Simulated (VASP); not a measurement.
Pb:

```
Pb
1.0
     0.00000    2.47502    2.47502
     2.47502    0.00000    2.47502
     2.47502    2.47502    0.00000
Pb
1
Direct
  0.00000 0.00000 0.00000
```

* Program: VASP 6.6.1
* Task: relaxation of cell and atoms
* Functional: PBE
* Potentials or basis: VASP PAW PBE potentials, release 64 (Pb_d)
* Cutoff: 600 eV
* k mesh: 14 × 14 × 14
* Occupations: methfessel-paxton, width 0.1 eV
* Spin: no spin polarisation

At the start: pressure 2.4 GPa; volume 30.32 Å³/atom.

Problem. Where does the relaxation end?

Solution. Over 3 steps the energy falls by 12.1 meV/atom and the volume is 32.00 Å³/atom (+5.5 %); space group Fm-3m (No. 225, to 0.05 Å).

The path:
| step | energy change (eV) | largest force (eV/Å) | pressure (GPa) | volume (Å³) |
| --- | --- | --- | --- | --- |
| 1 | 0.0000 | 0.0000 | 2.42 | 30.32 |
| 2 | -0.0116 | 0.0000 | -0.46 | 32.38 |
| 3 | -0.0121 | 0.0000 | 0.01 | 32.00 |

Final structure:
```cif
data_structure
_symmetry_space_group_name_H-M 'P 1'
_symmetry_Int_Tables_number 1
_cell_length_a 3.5636
_cell_length_b 3.5636
_cell_length_c 3.5636
_cell_angle_alpha 60.000
_cell_angle_beta 60.000
_cell_angle_gamma 60.000
_cell_volume 32.00
loop_
_atom_site_label
_atom_site_type_symbol
_atom_site_fract_x
_atom_site_fract_y
_atom_site_fract_z
_atom_site_occupancy
Pb1 Pb 0.00000 0.00000 0.00000 1
```
